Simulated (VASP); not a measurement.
Here is the system:

```
CELL_PARAMETERS angstrom
      0.00000     2.51970     2.51970
      2.51970     0.00000     2.51970
      2.51970     2.51970     0.00000
ATOMIC_POSITIONS crystal
  Pb 0.00000 0.00000 0.00000
```

All values below come from PBE GGA, VASP's PBE PAW potentials (set 64) (plane waves; VASP). Run with 300 eV cut-off, 8×8×8 Γ-centred mesh, Fermi-Dirac smearing of 0.10 eV, potentials Pb_d.

Give the energies of bands 6 to 9 at the high-symmetry points, in eV from the Fermi level.

```json
[
 {"band": "6", "Γ": "-11.37", "X": "-6.76", "U": "-6.83", "L": "-8.04", "W": "-6.67"},
 {"band": "7", "Γ": "7.04", "X": "-3.02", "U": "-2.09", "L": "-3.91", "W": "-1.23"},
 {"band": "8", "Γ": "7.04", "X": "2.03", "U": "-1.08", "L": "5.33", "W": "-1.23"},
 {"band": "9", "Γ": "7.04", "X": "2.03", "U": "2.90", "L": "5.33", "W": "0.35"}
]
```

It has no gap at this level: it comes out as a metal or semimetal.

The structure comes from a computed database's Pb entry; how it stands against other phases isn't given here. The cell was not relaxed at this level.
